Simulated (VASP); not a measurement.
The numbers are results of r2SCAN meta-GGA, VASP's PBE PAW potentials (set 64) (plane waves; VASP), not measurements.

Input for VASP

**KPOINTS**
```
K-points
0
G
 16 16 16
0 0 0
```

### POSCAR
```
W
1.0
 -1.5706377295   1.5706377295   1.5706377295
  1.5706377295  -1.5706377295   1.5706377295
  1.5706377295   1.5706377295  -1.5706377295
W
1
Cart
  0.0000000000   0.0000000000   0.0000000000
```

**INCAR**
```
# general
SYSTEM  = W
PREC    = Accurate
ENCUT   = 500   # plane-wave cut-off (eV)
LREAL   = .False.
LASPH   = .True.   # aspherical one-centre terms

# electronic loop
EDIFF   = 1E-6   # SCF stop (eV)
NELM    = 100
ALGO    = Normal   # blocked Davidson
LMAXMIX = 6   # l cut-off of mixed one-centre charges
LMIXTAU = .True.

# smearing
ISMEAR  = 1   # Methfessel-Paxton
SIGMA   = 0.1   # width (eV)

# functional
METAGGA = R2SCAN

# ions
IBRION  = 2   # conjugate gradients
NSW     = 40   # most ionic steps
ISIF    = 3   # ions, shape and volume
EDIFFG  = -0.02   # ionic stop
PSTRESS = 100

# output
LWAVE   = .False.
LCHARG  = .False.
```

POTCAR, in this order: W_sv (PBE.64 set). Program: vasp_std.

Output

OUTCAR:
```
 ion  position               nearest neighbor table
   1  0.000  0.000  0.000-
  LATTYP: Found a body centered cubic cell.
 ALAT       =     3.1412754590
 Subroutine PRICEL returns:
 Original cell was already a primitive cell.
 Subroutine GETGRP returns: Found 48 space group operations
The static configuration has the point symmetry O_h .
The dynamic configuration has the point symmetry O_h .
 Subroutine INISYM returns: Found 48 space group operations
 Subroutine IBZKPT returns following result:
 Found    145 irreducible k-points:

 Following reciprocal coordinates:
            Coordinates               Weight
  0.000000  0.000000  0.000000      1.000000
  0.062500  0.000000  0.000000     12.000000
  0.125000  0.000000  0.000000     12.000000
  0.187500  0.000000  0.000000     12.000000
  0.250000  0.000000  0.000000     12.000000
  0.312500  0.000000  0.000000     12.000000
  0.375000  0.000000  0.000000     12.000000
  0.437500  0.000000  0.000000     12.000000
  0.500000  0.000000  0.000000      6.000000
  0.062500  0.062500  0.000000     24.000000
...
```

File OSZICAR:
```
       N       E                     dE             d eps       ncg     rms          rms(c)
DAV:   1     0.357036011560E+02    0.35704E+02   -0.79310E+03  3198   0.146E+03
DAV:   2    -0.540353428351E+02   -0.89739E+02   -0.86766E+02  3406   0.340E+02
DAV:   3    -0.555912572436E+02   -0.15559E+01   -0.15412E+01  3642   0.445E+01
DAV:   4    -0.555994486332E+02   -0.81914E-02   -0.81909E-02  3435   0.354E+00
DAV:   5    -0.555995187319E+02   -0.70099E-04   -0.70098E-04  3622   0.325E-01    0.236E+01
DAV:   6    -0.507516655181E+02    0.48479E+01   -0.22496E+00  3328   0.221E+01    0.506E+00
DAV:   7    -0.514923706174E+02   -0.74071E+00   -0.17777E-01  3211   0.545E+00    0.314E+00
DAV:   8    -0.508671087400E+02    0.62526E+00   -0.46283E-01  3235   0.923E+00    0.326E+00
DAV:   9    -0.512970781331E+02   -0.42997E+00   -0.99497E-02  3355   0.345E+00    0.145E+00
DAV:  10    -0.513383303605E+02   -0.41252E-01   -0.15724E-02  3202   0.161E+00    0.605E-01
DAV:  11    -0.513391033392E+02   -0.77298E-03   -0.24071E-03  3496   0.657E-01    0.139E-01
DAV:  12    -0.513393253338E+02   -0.22199E-03   -0.27485E-04  3226   0.241E-01    0.718E-02
DAV:  13    -0.513392479534E+02    0.77380E-04   -0.82033E-05  3298   0.132E-01    0.402E-02
DAV:  14    -0.513392421113E+02    0.58420E-05   -0.31850E-06  3503   0.237E-02    0.316E-02
DAV:  15    -0.513392320237E+02    0.10088E-04   -0.20904E-05  3367   0.650E-02    0.873E-03
DAV:  16    -0.513392299691E+02    0.20547E-05   -0.30476E-06  3395   0.209E-02    0.179E-03
DAV:  17    -0.513392310039E+02   -0.10348E-05   -0.22102E-07  1616   0.673E-03    0.907E-04
DAV:  18    -0.513392316703E+02   -0.66644E-06   -0.43778E-08  1616   0.292E-03
   1 F= -.50371895E+02 E0= -.50371682E+02  d E =-.503719E+02
```

OUTCAR:
```
------------------------ aborting loop because EDIFF is reached ----------------------------------------
  FORCE on cell =-STRESS in cart. coord.  units (eV):
  Direction    XX          YY          ZZ          XY          YZ          ZX
  --------------------------------------------------------------------------------------
  Total        0.9547316      0.9547316      0.9547316      0.0000000      0.0000000      0.0000000
  in kB       98.6969668     98.6969668     98.6969668      0.0000000      0.0000000      0.0000000
  external PRESSURE =      -1.3030332 kB  Pullay stress =     100.0000000 kB
  volume of cell :       15.50
      direct lattice vectors                 reciprocal lattice vectors
    -1.570637730  1.570637730  1.570637730     0.000000000  0.318342028  0.318342028
     1.570637730 -1.570637730  1.570637730     0.318342028  0.000000000  0.318342028
     1.570637730  1.570637730 -1.570637730     0.318342028  0.318342028  0.000000000
 POSITION                                       TOTAL-FORCE (eV/Angst)
 -----------------------------------------------------------------------------------
      0.00000      0.00000      0.00000         0.000000      0.000000     -0.000000
 -----------------------------------------------------------------------------------
    total drift:                                0.000000     -0.000000      0.000000
  FREE ENERGIE OF THE ION-ELECTRON SYSTEM (eV)
  ---------------------------------------------------
  free  energy   TOTEN  =       -51.3392316703 eV

  energy  without entropy=      -51.3385906748  energy(sigma->0) =      -51.33901801
  enthalpy is  TOTEN    =       -50.3718953682 eV   P V=        0.9673363021

 reached required accuracy - stopping structural energy minimisation
```
(Selected blocks of OUTCAR.)

The compound is W in the bcc structure. It was relaxed first under an external pressure of 10 GPa.
